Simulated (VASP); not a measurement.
# BeB (P-6m2) in VASP: reference runs

Aim: a first look at BeB with PBE, on the cell as given and on a disturbed one.

Program: VASP 6.6.1. These are calculated values, not measurements. Logs are shortened: lines on timing, memory, paths and dates and some standing lists are left out, and cuts for length are marked.

### Step 1. The crystal as given

It takes space group P-6m2 (No. 187, hexagonal). The conventional cell has a = 3.118 Å, b = 3.118 Å, c = 1.828 Å, α = 90.00°, β = 90.00°, γ = 120.00°. Be (site symmetry -6m2) has 2 Be at 1.83 Å and 6 B at 2.02 Å as nearest neighbours. B (site symmetry -6m2) has 2 B at 1.83 Å and 6 Be at 2.02 Å as nearest neighbours.

The cell was built by a generator and needn't be a form met in nature.

### Step 2. Single point, PBE

Contents of INCAR:

```
PREC = Accurate ; ENCUT = 520
EDIFF = 1E-7 ; ISMEAR = -1
SIGMA = 0.05 ; LREAL = False
LASPH = True ; NELM = 100
ALGO = Normal ; ISIF = 2
LWAVE = False ; LCHARG = False
GGA = PE ; NBANDS = 10
```

Contents of KPOINTS:

```
Automatic mesh
0
Gamma
  10 10 14
```

Contents of POSCAR:

```
BeB
1.0
    3.1184400000      0.0000000000      0.0000000000
   -1.5592200000      2.7006500000      0.0000000000
    0.0000000000      0.0000000000      1.8277900000
Be B
1 1
Direct
    0.0000000000      0.0000000000      0.5000000000
    0.3333300000      0.6666700000      0.0000000000
```

Potentials or basis: VASP PAW PBE potentials, release 64 (Be, B).

Started as:

```console
$ cat potpaw_PBE.64/Be/POTCAR potpaw_PBE.64/B/POTCAR > POTCAR
$ mpirun -np 1 vasp_std > vasp.out
```

OUTCAR:

```text
PREC = Accurate
   ENCUT = 520
   EDIFF = 1E-7
   ISMEAR = -1
   LREAL = False
   LASPH = True
   NELM = 100
   ISIF = 2
   GGA = PE

 ion  position               nearest neighbor table
   1  0.000  0.000  0.500-   2 2.02   2 2.02   2 2.02   2 2.02   2 2.02   2 2.02
   2  0.333  0.667  0.000-   1 2.02   1 2.02   1 2.02   1 2.02   1 2.02   1 2.02

  LATTYP: Found a hexagonal cell.
 ALAT       =     3.1184400000
 C/A-ratio  =     0.5861231898

  Lattice vectors:

 A1 = (   3.1184400000,   0.0000000000,   0.0000000000)
 A2 = (  -1.5592200000,   2.7006500000,   0.0000000000)
 A3 = (   0.0000000000,   0.0000000000,   1.8277900000)

Analysis of symmetry for initial positions (statically):
=====================================================================
 Subroutine PRICEL returns:
 Original cell was already a primitive cell.

 Routine SETGRP: Setting up the symmetry group for a
 hexagonal supercell.

 Subroutine GETGRP returns: Found  4 space group operations
 (whereof  4 operations were pure point group operations)
 out of a pool of 24 trial point group operations.

The static configuration has the point symmetry C_2v.

Analysis of symmetry for dynamics (positions and initial velocities):
=====================================================================
 Subroutine PRICEL returns:
 Original cell was already a primitive cell.

 Routine SETGRP: Setting up the symmetry group for a
 hexagonal supercell.

 Subroutine GETGRP returns: Found  4 space group operations
 (whereof  4 operations were pure point group operations)
 out of a pool of 24 trial point group operations.

The dynamic configuration has the point symmetry C_2v.

 Subroutine INISYM returns: Found  4 space group operations
 (whereof  4 operations are pure point group operations),
 and found     1 'primitive' translations

----------------------------------------------------------------------------------------

                                     Primitive cell

  volume of cell :      15.3933

  direct lattice vectors                    reciprocal lattice vectors
     3.118440000  0.000000000  0.000000000     0.320673157  0.185140614  0.000000000
    -1.559220000  2.700650000  0.000000000     0.000000000  0.370281229  0.000000000
     0.000000000  0.000000000  1.827790000     0.000000000  0.000000000  0.547108804

  length of vectors
     3.118440000  3.118441507  1.827790000     0.370281408  0.370281229  0.547108804

  position of ions in fractional coordinates (direct lattice)
     0.000000000  0.000000000  0.500000000
     0.333330000  0.666670000  0.000000000

  ion indices of the primitive-cell ions
   primitive index   ion index
                 1           1
                 2           2

----------------------------------------------------------------------------------------

 KPOINTS: Automatic mesh

Automatic generation of k-mesh.
 Grid dimensions read from file:
 generate k-points for:   10   10   14

 Generating k-lattice:

  Cartesian coordinates                     Fractional coordinates (reciprocal lattice)
     0.032067316  0.018514061  0.000000000     0.100000000  0.000000000  0.000000000
     0.000000000  0.037028123  0.000000000     0.000000000  0.100000000  0.000000000
     0.000000000  0.000000000  0.039079200     0.000000000  0.000000000  0.071428571

  Length of vectors
     0.037028141  0.037028123  0.039079200

  Shift w.r.t. Gamma in fractional coordinates (k-lattice)
     0.000000000  0.000000000  0.000000000

 Subroutine IBZKPT returns following result:
 ===========================================

 Found    248 irreducible k-points:

 Following reciprocal coordinates:
            Coordinates               Weight
  0.000000  0.000000  0.000000      1.000000
  0.100000  0.000000  0.000000      4.000000
 -0.100000  0.100000  0.000000      2.000000
  0.200000  0.000000  0.000000      4.000000
 -0.200000  0.200000  0.000000      2.000000
  0.300000  0.000000  0.000000      4.000000
[... 16 lines left out ...]
  0.200000  0.200000  0.000000      2.000000
 -0.200000  0.400000  0.000000      4.000000
 [... further k-points ...]
   k-points           NKPTS =    248   k-points in BZ     NKDIM =    248   number of bands    NBANDS=     10
   number of dos      NEDOS =    301   number of ions     NIONS =      2
   total plane-waves  NPLWV =   8064
   dimension x,y,z NGX =    24 NGY =   24 NGZ =   14
   dimension x,y,z NGXF=    48 NGYF=   48 NGZF=   28
   ions per type =               1   1
   NGX,Y,Z   is equivalent  to a cutoff of  12.79, 12.79, 12.73 a.u.
   NGXF,Y,Z  is equivalent  to a cutoff of  25.59, 25.59, 25.47 a.u.
 SYSTEM =  unknown system
   PREC   = accura    normal or accurate (medium, high low for compatibility)
   ISTART =      0    job   : 0-new  1-cont  2-samecut
   ICHARG =      2    charge: 1-file 2-atom 10-const
   ISPIN  =      1    spin polarized calculation?
   LNONCOLLINEAR =      F non collinear calculations
   LSORBIT =      F    spin-orbit coupling
   LASPH  =      T    aspherical Exc in radial PAW
   ENCUT  =  520.0 eV  38.22 Ry    6.18 a.u.   5.80  5.80  3.40*2*pi/ulx,y,z
   NELM   =    100;   NELMIN=  2; NELMDL= -5     # of ELM steps
   EDIFF  = 0.1E-06   stopping-criterion for ELM
   LREAL  =      F    real-space projection
   EDIFFG = 0.1E-05   stopping-criterion for IOM
   NSW    =      0    number of steps for IOM
   IBRION =     -1    ionic relax: 0-MD 1-quasi-New 2-CG
   NFREE  =      0    steps in history (QN), initial steepest desc. (CG)
   ISIF   =      2    stress and relaxation
   ISYM   =      2    0-nonsym 1-usesym 2-fastsym
   POTIM  = 0.5000    time-step for ionic-motion
   TEBEG  =    0.0;   TEEND  =   0.0 temperature during run
   PSTRESS=    0.0 pullay stress
   NELECT =       5.0000    total number of electrons
   NUPDOWN=      -1.0000    fix difference up-down
   EMIN   =  10.00;   EMAX   =-10.00  energy-range for DOS
   EFERMI =   0.00;   METHOD = LEGACY
   ISMEAR =    -1;   SIGMA  =   0.05  broadening in eV -4-tet -1-fermi 0-gaus
   EFERMI_NEDOS =   21; number of points for ismear=-14 and -15
   IALGO  =     38    algorithm
   IMIX   =      4    mixing-type and parameters
     AMIX     =   0.40;   BMIX     =  1.00
     AMIX_MAG =   1.60;   BMIX_MAG =  1.00
  volume/ion in A,a.u.               =       7.70        51.94
  Fermi-wavevector in a.u.,A,eV,Ry     =   1.125350  2.126603 17.230581  1.266412
  Thomas-Fermi vector in A             =   2.262026
   LORBIT       =      0    0 simple, 1 ext, 2 COOP (PROOUT), +10 PAW based schemes
   GGA     = PE    functional components
   LHFCALC =     F    Hartree Fock is set to
   AEXX    =    0.0000 exact exchange contribution
   IVDW    =     0    specifies the selected vdW correction
   LEPSILON=     F    determine dielectric tensor
   LRPA    =     F    only Hartree local field effects (RPA)
 non-spin polarized calculation
  energy-cutoff  :      520.00
  volume of cell :       15.39
 maximum number of plane-waves:       426
   NGX = 11   NGY = 11   NGZ =  7

 number of electron       5.0000000 magnetization

 Free energy of the ion-electron system (eV)
  ---------------------------------------------------
  ext. energy  EPLUGINS =         0.00000000
  ---------------------------------------------------
  free energy    TOTEN  =       -10.12605996 eV

  energy without entropy =      -10.12361120  energy(sigma->0) =      -10.12483558

 E-fermi :   5.4747     XC(G=0): -10.9950

 val. band max:        5.4274114584   @ k =   0.1000   0.0000   0.3571
 cond. band min:       5.4987025161   @ k =  -0.1000   0.2000   0.2857
 fundamental gap:      0.0712910577
 Fermi energy:         5.4746717403

 k-point     1 :       0.0000    0.0000    0.0000
  band No.  band energies     occupation
      1      -7.1168      2.00000
      2       5.0442      1.99964
      3       5.0444      1.99963
      4      11.8207      0.00000
      5      11.8209      0.00000
      6      13.1898      0.00000
      7      19.4849      0.00000
      8      23.1321      0.00000
      9      33.7424      0.00000
     10      37.3402      0.00000

 k-point     2 :       0.1000    0.0000    0.0000
  band No.  band energies     occupation
      1      -6.9715      2.00000
      2       4.2640      2.00000
      3       4.6991      2.00000
      4      11.6388      0.00000
      5      12.5256      0.00000
      6      13.9220      0.00000
      7      20.2590      0.00000
      8      23.2091      0.00000
      9      33.5563      0.00000
     10      36.5874      0.00000

 k-point     3 :      -0.1000    0.1000    0.0000
  band No.  band energies     occupation
      1      -6.9715      2.00000
      2       4.2639      2.00000
      3       4.6992      2.00000
      4      11.6389      0.00000
      5      12.5255      0.00000
      6      13.9221      0.00000
      7      20.2590      0.00000
      8      23.2091      0.00000
      9      33.5563      0.00000
     10      36.6331      0.00000

 k-point     4 :       0.2000    0.0000    0.0000
  band No.  band energies     occupation
      1      -6.5412      2.00000
      2       2.5641      2.00000
      3       3.9819      2.00000
      4      11.1655      0.00000
      5      14.3058      0.00000
      6      15.6758      0.00000
      7      22.1893      0.00000
      8      23.4208      0.00000
      9      33.0707      0.00000
     10      34.8187      0.00000
[... 222 lines left out ...]
 k-point    22 :       0.5000    0.4000    0.0000
  band No.  band energies     occupation
      1      -4.5403      2.00000
      2      -1.4026      2.00000
      3       2.1397      2.00000
      4      11.1870      0.00000
      5      19.1515      0.00000
      6      21.3705      0.00000
      7      23.7597      0.00000
      8      24.0654      0.00000
      9      29.0595      0.00000
     10      31.7880      0.00000

 k-point    23 :       0.2000    0.2000    0.0000
  band No.  band energies     occupation
      1      -5.4529      2.00000
      2       0.5325      2.00000
      3       1.8569      2.00000
      4      13.1330      0.00000
      5      14.3682      0.00000
      6      20.2999      0.00000
      7      23.8479      0.00000
      8      24.2338      0.00000
      9      31.2786      0.00000
     10      32.2025      0.00000

 k-point    24 :      -0.2000    0.4000    0.0000
  band No.  band energies     occupation
      1      -5.4529      2.00000
      2       0.5325      2.00000
      3       1.8569      2.00000
      4      13.1332      0.00000
      5      14.3680      0.00000
      6      20.2999      0.00000
      7      23.8479      0.00000
      8      24.2337      0.00000
      9      31.2786      0.00000
     10      32.2025      0.00000

 [... further k-points ...]

------------------------ aborting loop because EDIFF is reached ----------------------------------------

  FORCE on cell =-STRESS in cart. coord.  units (eV):
  Direction    XX          YY          ZZ          XY          YZ          ZX
  --------------------------------------------------------------------------------------
  -------------------------------------------------------------------------------------
  Total       -0.0051601     -0.0052518      0.0551543     -0.0000795      0.0000000      0.0000000
  in kB       -0.5370739     -0.5466264      5.7406070     -0.0082722      0.0000000      0.0000000
  external PRESSURE =       1.5523022 kB  Pullay stress =       0.0000000 kB

 VOLUME and BASIS-vectors are now :
 -----------------------------------------------------------------------------
  energy-cutoff  :      520.00
  volume of cell :       15.39
      direct lattice vectors                 reciprocal lattice vectors
     3.118440000  0.000000000  0.000000000     0.320673157  0.185140614  0.000000000
    -1.559220000  2.700650000  0.000000000     0.000000000  0.370281229  0.000000000
     0.000000000  0.000000000  1.827790000     0.000000000  0.000000000  0.547108804

 POSITION                                       TOTAL-FORCE (eV/Angst)
 -----------------------------------------------------------------------------------
      0.00000      0.00000      0.91390        -0.000097      0.000056      0.000000
     -0.00002      1.80044      0.00000         0.000097     -0.000056      0.000000
 -----------------------------------------------------------------------------------
    total drift:                               -0.000002     -0.000004     -0.000000

  FREE ENERGIE OF THE ION-ELECTRON SYSTEM (eV)
  ---------------------------------------------------
  free  energy   TOTEN  =       -10.1260599584 eV

  energy  without entropy=      -10.1236111996  energy(sigma->0) =      -10.12483558
```

It took 27 s on 1 thread of AMD EPYC 7R43 (Zen 3), shared host; peak memory 0.11 GiB.

What came out:

```
Free energy            : -10.1261 eV
Pressure               : 0.2 GPa
Band gap on the k mesh : none (metal or under the smearing width)
```

### Step 3. Single point, PBE (atoms moved at random, drawn with an rms of 0.05 Å)

Contents of INCAR:

```
PREC     = Accurate       # precision mode
ENCUT    = 520            # plane-wave cutoff, eV
EDIFF    = 1E-7           # SCF threshold, eV
ISMEAR   = -1             # smearing method
SIGMA    = 0.05           # smearing width, eV
LREAL    = False          # projectors in reciprocal space
LASPH    = True           # aspherical terms in the spheres
NELM     = 60             # most SCF steps
ALGO     = Normal         # electronic algorithm
ISIF     = 2              # what is computed and relaxed
LWAVE    = False          # write WAVECAR
LCHARG   = False          # write CHGCAR
GGA      = PE             # functional
NBANDS   = 10             # bands
```

KPOINTS is that of step 2.

Contents of POSCAR:

```
BeB
1.0
    3.1184400000      0.0000000000      0.0000000000
   -1.5592200000      2.7006500000      0.0000000000
    0.0000000000      0.0000000000      1.8277900000
Be B
1 1
Direct
    0.0062930000      0.0124020000      0.4698270000
    0.3450240000      0.6749320000     -0.0010230000
```

Potentials or basis: VASP PAW PBE potentials, release 64 (Be, B).

Started as:

```console
$ cat potpaw_PBE.64/Be/POTCAR potpaw_PBE.64/B/POTCAR > POTCAR
$ mpirun -np 1 vasp_std > vasp.out
```

Run time: 80 s. Hardware: 1 thread of AMD EPYC 7R43 (Zen 3), shared host; peak memory 0.17 GiB.

It converged, with:

```
Free energy            : -10.1109 eV
Pressure               : 0.4 GPa
Largest force          : 0.517 eV/Å
Band gap on the k mesh : none (metal or under the smearing width)
```

Forces on the atoms (eV/Å):
```
Be   0.137 -0.063  0.494
B   -0.137  0.063 -0.494
```

Stress tensor (GPa, compression positive):
```
-0.17  1.17  0.24
 1.17  0.94 -0.11
 0.24 -0.11  0.39
```

Levels at points of the mesh, in eV from the Fermi level:
| k point | band 1 | band 2 | band 3 | band 4 | band 5 | band 6 | band 7 |
| --- | --- | --- | --- | --- | --- | --- | --- |
| (0.00, 0.00, 0.00) | -12.59 | -0.56 | -0.31 | 6.17 | 6.52 | 7.72 | 14.01 |
| (0.50, 0.00, 0.00) | -9.95 | -7.21 | -2.75 | 4.81 | 15.13 | 15.98 | 18.43 |
| (0.00, 0.50, 0.00) | -9.95 | -7.21 | -2.76 | 4.80 | 15.15 | 15.97 | 18.44 |
| (0.50, 0.50, 0.00) | -9.93 | -7.19 | -2.83 | 4.79 | 15.32 | 15.81 | 18.50 |
| (0.00, 0.00, 0.50) | -5.01 | -4.27 | 7.38 | 7.50 | 11.84 | 12.02 | 12.11 |
| (0.50, 0.00, 0.50) | -4.12 | -2.13 | 2.16 | 6.05 | 6.49 | 9.64 | 11.38 |
| (0.00, 0.50, 0.50) | -4.11 | -2.13 | 2.17 | 6.04 | 6.48 | 9.63 | 11.37 |
| (0.50, 0.50, 0.50) | -4.08 | -2.12 | 2.21 | 5.99 | 6.40 | 9.57 | 11.30 |
